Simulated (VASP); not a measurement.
**BaZrO3: stress against strain**

BaZrO3 (cubic perovskite, Pm-3m, 14.712 Å³/atom and stress up to 0.07 GPa in the relaxed cell, cube axes along x, y and z) under a strain ε along a cube axis (axis z), the other axes held. PBEsol in VASP (plane waves, PAW), 600 eV, 8×8×8 Γ-centred mesh, Gaussian smearing 0.05 eV; ions are relaxed, or left where forces stay under 0.02 eV/Å, within the symmetry of each cell. Stress is positive for a compressed cell.

Here s stands for strain and y for stress zz.

| strain (%) | stress zz (GPa) |
|---|---|
| -3.00 | ? |
| -1.50 | 5.16 |
| -1.00 | 3.33 |
| -0.50 | 1.58 |
| 0.00 | -0.07 |
| 0.50 | -1.64 |
| 1.00 | -3.13 |
| 1.50 | -4.54 |

Question: Using a straight line, estimate the missing y at s = -3.00 from the other rows, showing the fit.

Answer: Means: s 0, y 0.099. About the means, the sum of products is -22.620 and the sum of squares of s is 7.0000; the slope is their ratio. Least squares gives y = 0.099 - 3.2314·s. Residuals (row less fit): 0.214, 0.000, -0.135, -0.169, -0.123, 0.002, 0.208; standard error 0.174 (degrees of freedom: 5). The slope gives the elastic constant C11 = 323 ± 7 GPa (± standard error of the fit, which holds the terms cut off). At the withheld row, y = 0.099 - 3.2314 × (-3.0) = 9.793 GPa. The calculation gives 11.29 GPa, 1.497 GPa above the prediction (9.5 % of the range of y in the table). The row lies outside the fitted rows, so this is an extrapolation. From the scatter of the fitted rows alone, a prediction at this place has a standard error of 0.271 GPa, so the miss is 5.5 times that.

A polynomial of degree 2 through the 12 other runs of the series gives 11.20 there, so most of the miss is curvature that the fit leaves out. The primitive cell can neither tilt nor turn polar against its symmetry, as such crystals can under strain. Rows are the converged runs of the series near zero and its far end, less any whose ions stayed unrelaxed beside relaxed ones; series whose fitted rows scatter by over a few per cent of the range, as at a crossing or softening among them, aren't shown in this form. Most that stay on the fit to the last digits aren't either.
